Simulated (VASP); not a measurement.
Given:

```
Tb2O2Se
1.0
    3.84878     0.00000     0.00000
   -1.92439     3.33314     0.00000
    0.00000     0.00000     6.82253
Tb Se O
2 1 2
Cartesian
  0.00000   2.22209   1.98474
  1.77439   1.11105   4.83779
  0.00000   0.00000   0.00000
  0.00000   2.22209   4.26615
  1.92439   1.11105   2.55638
```

Computed with r2SCAN meta-GGA, VASP's PBE PAW potentials (set 64) (plane waves; VASP). Numerical set-up: 600 eV cut-off, 6×6×4 Γ-centred mesh, Gaussian smearing of 0.050 eV, potentials Tb_3 Se O.

The 4f electrons are frozen in the core of the lanthanide potential, so 4f levels, which can set the real gap, and their magnetism are missing.

Problem. What does the run give for the energy per atom (σ→0), largest force, band gap (on the k-mesh) with the smallest direct gap where there is one?

Solution. 
```
Item                                           Value
-----------------------------------  ---------------
band gap (on the k-mesh)                     2.50 eV
smallest direct gap (on the k-mesh)          2.72 eV
energy per atom (σ→0)                -21.186 eV/atom
largest force                             1.205 eV/Å
```

Only differences to runs with the same potentials and settings are physical.

The structure comes from a computed database's Tb2SeO2 entry (P-3m1); how it stands against other phases isn't given here. This cell was strained or had an atom moved on purpose.
